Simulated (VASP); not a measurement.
# Mg6ZrFe (Amm2) in VASP: reference runs, part 2 of 2

VASP 6.6.1.

## 3. Single point, PBE, collinear spin, ferromagnetic start (atoms moved at random, drawn with an rms of 0.05 Å)

Contents of INCAR:

```
ALGO = Normal
EDIFF = 1E-7
ENCUT = 520
GGA = PE
ISIF = 2
ISMEAR = -1
ISPIN = 2
LASPH = True
LCHARG = False
LMAXMIX = 4
LORBIT = 11
LREAL = False
LWAVE = False
MAGMOM = 0 3 0 0 0 0 0 0
NBANDS = 30
NELM = 150
PREC = Accurate
SIGMA = 0.05
```

Contents of KPOINTS:

```
k-points
0
Gamma
  6 5 5
```

Contents of POSCAR:

```
Mg6ZrFe
1.0
    4.8698750000      0.0000000000      0.0000000000
    0.0000000000      3.0707985000      5.5742640000
    0.0000000000     -3.0707985000      5.5742640000
Zr Fe Mg
1 1 6
Direct
   -0.0002920000      0.8045160000      0.8182500000
    0.5002940000      0.6950100000      0.6865060000
    0.4969630000      0.1734710000      0.1806340000
    0.5029860000      0.6766710000      0.1636650000
    0.5098970000      0.1716000000      0.6745550000
   -0.0055320000      0.3336070000      0.3297830000
    0.0093270000      0.8195650000      0.3288840000
    0.0093810000      0.3166650000      0.8252670000
```

Potentials or basis: VASP PAW PBE potentials, release 64 (Zr_sv, Fe, Mg).

Started as:

```
cat potpaw_PBE.64/Zr_sv/POTCAR potpaw_PBE.64/Fe/POTCAR potpaw_PBE.64/Mg/POTCAR > POTCAR
mpirun -np 1 vasp_std > vasp.out
```

OUTCAR:

```text
EDIFF = 1E-7
   ENCUT = 520
   GGA = PE
   ISIF = 2
   ISMEAR = -1
   ISPIN = 2
   LASPH = True
   LORBIT = 11
   LREAL = False
   NELM = 150
   PREC = Accurate

 ion  position               nearest neighbor table
   1  1.000  0.805  0.818-   2 2.78   2 2.78   6 3.03   7 3.06   4 3.07   8 3.08   4 3.10   5 3.11
                             6 3.13   5 3.19   8 3.28   7 3.30
   2  0.500  0.695  0.687-   1 2.78   1 2.78   4 2.98   5 2.99   3 3.03   7 3.10   3 3.12   8 3.17
                             7 3.17   8 3.23   5 3.37
   3  0.497  0.173  0.181-   6 2.97   6 2.99   2 3.03   7 3.05   8 3.06   2 3.12   5 3.14   4 3.15
                             7 3.15   8 3.16   4 3.22   5 3.23
   4  0.503  0.677  0.164-   7 2.96   2 2.98   7 3.01   5 3.02   6 3.02   1 3.07   6 3.09   1 3.10
                             5 3.12   3 3.15   3 3.22
   5  0.510  0.172  0.675-   8 2.94   8 2.94   2 2.99   6 3.00   4 3.02   1 3.11   4 3.12   6 3.12
                             3 3.14   1 3.19   3 3.23   2 3.37
   6  0.994  0.334  0.330-   3 2.97   3 2.99   5 3.00   4 3.02   1 3.03   4 3.09   7 3.09   8 3.10
                             5 3.12   1 3.13   8 3.27   7 3.28
   7  0.009  0.820  0.329-   4 2.96   4 3.01   3 3.05   1 3.06   8 3.07   8 3.07   6 3.09   2 3.10
                             3 3.15   2 3.17   6 3.28   1 3.30
   8  0.009  0.317  0.825-   5 2.94   5 2.94   3 3.06   7 3.07   7 3.07   1 3.08   6 3.10   3 3.16
                             2 3.17   2 3.23   6 3.27   1 3.28

  LATTYP: Found a base centered orthorhombic cell.
 ALAT       =     6.1415970000
 B/A-ratio  =     1.8152490305
 C/A-ratio  =     0.7929330107

  Lattice vectors:

 A1 = (   0.0000000000,   3.0707985000,  -5.5742640000)
 A2 = (   0.0000000000,   3.0707985000,   5.5742640000)
 A3 = (   4.8698750000,   0.0000000000,   0.0000000000)

Analysis of symmetry for initial positions (statically):
=====================================================================
 Subroutine PRICEL returns:
 Original cell was already a primitive cell.

 Routine SETGRP: Setting up the symmetry group for a
 base centered orthorhombic supercell.

 Subroutine GETGRP returns: Found  1 space group operations
 (whereof  1 operations were pure point group operations)
 out of a pool of  8 trial point group operations.

The static configuration has the point symmetry C_1 .

Analysis of symmetry for dynamics (positions and initial velocities):
=====================================================================
 Subroutine PRICEL returns:
 Original cell was already a primitive cell.

 Routine SETGRP: Setting up the symmetry group for a
 base centered orthorhombic supercell.

 Subroutine GETGRP returns: Found  1 space group operations
 (whereof  1 operations were pure point group operations)
 out of a pool of  8 trial point group operations.

The dynamic configuration has the point symmetry C_1 .

Analysis of structural, dynamic, and magnetic symmetry:
=====================================================================
 Subroutine PRICEL returns:
 Original cell was already a primitive cell.

 Routine SETGRP: Setting up the symmetry group for a
 base centered orthorhombic supercell.

 Subroutine GETGRP returns: Found  1 space group operations
 (whereof  1 operations were pure point group operations)
 out of a pool of  8 trial point group operations.

[... 125 lines left out ...]
   EMIN   =  10.00;   EMAX   =-10.00  energy-range for DOS
   EFERMI =   0.00;   METHOD = LEGACY
   ISMEAR =    -1;   SIGMA  =   0.05  broadening in eV -4-tet -1-fermi 0-gaus
   EFERMI_NEDOS =   21; number of points for ismear=-14 and -15
   IALGO  =     38    algorithm
   IMIX   =      4    mixing-type and parameters
     AMIX     =   0.40;   BMIX     =  1.00
     AMIX_MAG =   1.60;   BMIX_MAG =  1.00
  volume/ion in A,a.u.               =      20.84       140.63
  Fermi-wavevector in a.u.,A,eV,Ry     =   0.944342  1.784547 12.133426  0.891782
  Thomas-Fermi vector in A             =   2.072137
   LORBIT       =     11    0 simple, 1 ext, 2 COOP (PROOUT), +10 PAW based schemes
   GGA     = PE    functional components
   LHFCALC =     F    Hartree Fock is set to
   AEXX    =    0.0000 exact exchange contribution
   IVDW    =     0    specifies the selected vdW correction
   LEPSILON=     F    determine dielectric tensor
   LRPA    =     F    only Hartree local field effects (RPA)
 spin polarized calculation
  energy-cutoff  :      520.00
  volume of cell :      166.72
 maximum number of plane-waves:      4510
   NGX = 19   NGY = 23   NGZ = 23

 number of electron      31.9999998 magnetization       1.6216461

 Free energy of the ion-electron system (eV)
  ---------------------------------------------------
  ext. energy  EPLUGINS =         0.00000000
  ---------------------------------------------------
  free energy    TOTEN  =       -24.68063295 eV

  energy without entropy =      -24.62953939  energy(sigma->0) =      -24.65508617

 E-fermi :   3.6363     XC(G=0):  -9.2998

 val. band max:        3.6360922890   @ k =   0.1667  -0.4000   0.4000
 cond. band min:       3.6365824889   @ k =   0.5000  -0.2000   0.2000
 fundamental gap:      0.0004901999
 Fermi energy:         3.6363312598

 spin component 1

 k-point     1 :       0.0000    0.0000    0.0000
  band No.  band energies     occupation
      1     -44.9420      1.00000
      2     -23.0268      1.00000
      3     -22.9544      1.00000
      4     -22.9105      1.00000
      5      -3.1356      1.00000
      6       0.7594      1.00000
[... 733 lines left out ...]
     27       8.3145      0.00000
     28       8.6223      0.00000

 [... further k-points ...]

 spin component 2

 k-point     1 :       0.0000    0.0000    0.0000
  band No.  band energies     occupation
      1     -45.1953      1.00000
      2     -23.2980      1.00000
      3     -23.2573      1.00000
      4     -23.2473      1.00000
      5      -3.1783      1.00000
      6       0.9905      1.00000
[... 733 lines left out ...]
     27       8.3885      0.00000
     28       8.6576      0.00000

 [... further k-points ...]

 [bands above 28 left out]

------------------------ aborting loop because EDIFF is reached ----------------------------------------

  FORCE on cell =-STRESS in cart. coord.  units (eV):
  Direction    XX          YY          ZZ          XY          YZ          ZX
  --------------------------------------------------------------------------------------
  -------------------------------------------------------------------------------------
  Total        0.0891125     -0.2852677     -0.1442397     -0.0055068     -0.3861280     -0.2067997
  in kB        0.8563722     -2.7414263     -1.3861456     -0.0529202     -3.7106942     -1.9873472
  external PRESSURE =      -1.0903999 kB  Pullay stress =       0.0000000 kB

 VOLUME and BASIS-vectors are now :
 -----------------------------------------------------------------------------
  energy-cutoff  :      520.00
  volume of cell :      166.72
      direct lattice vectors                 reciprocal lattice vectors
     4.869875000  0.000000000  0.000000000     0.205344080  0.000000000  0.000000000
     0.000000000  3.070798500  5.574264000     0.000000000  0.162824099  0.089697940
     0.000000000 -3.070798500  5.574264000     0.000000000 -0.162824099  0.089697940

 POSITION                                       TOTAL-FORCE (eV/Angst)
 -----------------------------------------------------------------------------------
      4.86845     -0.04217      9.04573         0.133506      0.304284     -0.319084
      2.43637      0.02611      7.70093         0.010796     -0.074195      0.020655
      2.42015     -0.02200      1.97387         0.113502      0.054785     -0.117140
      2.44948      1.57534      4.68425        -0.035402      0.042181      0.098712
      2.48313     -1.54447      4.71669        -0.174717     -0.124783     -0.040107
      4.84293      0.01174      3.69791         0.173352     -0.209195      0.082605
      0.04542      1.50678      6.40176        -0.145930     -0.269643      0.076062
      0.04568     -1.56181      6.36543        -0.075108      0.276565      0.198296
 -----------------------------------------------------------------------------------
    total drift:                                0.000040      0.000034     -0.000420

  FREE ENERGIE OF THE ION-ELECTRON SYSTEM (eV)
  ---------------------------------------------------
  free  energy   TOTEN  =       -24.6806329533 eV

  energy  without entropy=      -24.6295393950  energy(sigma->0) =      -24.65508617

 total charge

# of ion       s       p       d       tot
------------------------------------------
    1        2.194   5.954   1.633   9.781
    2        0.414   0.264   6.147   6.824
    3        0.200   0.130   0.015   0.345
    4        0.217   0.146   0.016   0.379
    5        0.216   0.144   0.015   0.375
    6        0.226   0.153   0.015   0.393
    7        0.214   0.144   0.014   0.372
    8        0.215   0.145   0.014   0.373
--------------------------------------------------
tot          3.895   7.080   7.868  18.843

 magnetization (x)

# of ion       s       p       d       tot
------------------------------------------
    1       -0.016  -0.010  -0.401  -0.427
    2        0.030   0.000   2.433   2.463
    3       -0.008  -0.002  -0.000  -0.010
    4       -0.001  -0.007  -0.001  -0.009
    5       -0.001  -0.007  -0.001  -0.009
    6        0.005   0.003  -0.001   0.007
    7       -0.000  -0.006  -0.001  -0.007
    8       -0.000  -0.006  -0.001  -0.007
--------------------------------------------------
tot          0.008  -0.035   2.027   2.000
```

Wall time 13 min (1 thread of Intel Xeon Platinum 8488C (Sapphire Rapids), shared host); peak memory 0.74 GiB.

Results:

```yaml
Free_energy: -24.6806 eV
Pressure: -0.1 GPa
Largest_force: 0.461 eV/Å
Band_gap_on_the_k_mesh: none (metal or under the smearing width)
Net_moment: 1.62 μB per cell
Site_moments: Zr -0.43; Fe +2.46; Mg -0.01, +0.01 μB
Valence_electrons_inside_the_program's_atomic_spheres: Zr 9.78; Fe 6.82; Mg 0.34, 0.38, 0.39, 0.37
```

Forces on the atoms (eV/Å):
```
Zr   0.134  0.304 -0.319
Fe   0.011 -0.074  0.021
Mg   0.114  0.055 -0.117
Mg  -0.035  0.042  0.099
Mg  -0.175 -0.125 -0.040
Mg   0.173 -0.209  0.083
Mg  -0.146 -0.270  0.076
Mg  -0.075  0.277  0.198
```

Levels at points of the mesh, in eV from the Fermi level:
Spin up:
```csv
k point,band 14,band 15,band 16,band 17,band 18,band 19,band 20,band 21
"(0.00, 0.00, 0.00)",-1.39,-1.15,-1.08,-0.75,0.24,0.57,0.93,1.87
"(0.50, 0.00, 0.00)",-0.98,-0.97,-0.87,-0.74,-0.16,0.17,0.26,0.58
```
Spin down:
```csv
k point,band 13,band 14,band 15,band 16,band 17,band 18
"(0.00, 0.00, 0.00)",-0.69,-0.61,-0.21,0.22,0.32,0.65
"(0.50, 0.00, 0.00)",-0.80,-0.69,-0.66,-0.47,-0.21,0.05
```
